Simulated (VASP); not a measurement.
Data:

```
AlAs
1.0
    0.00000     2.54100     2.54100
    2.54100     0.00000     2.54100
    2.54100     2.54100     0.00000
Al As
1 1
Direct
  0.00000   0.00000   0.00000
  0.25000   0.25000   0.25000
```

Method: LDA (Ceperley-Alder, Perdew-Zunger), VASP's LDA PAW potentials (set 64) (plane waves; VASP). Numerical set-up: 500 eV cut-off, 9×9×9 Γ-centred mesh, Gaussian smearing of 0.050 eV, potentials Al As.

Q: What does the run give for the energy per atom (σ→0), pressure?

A: 
The energy per atom (σ→0) is -4.613 eV/atom. The pressure is 44.87 GPa.

Only differences to runs with the same potentials and settings are physical.

The compound is AlAs in the zinc blende structure. It was relaxed first under an external pressure of 45 GPa.
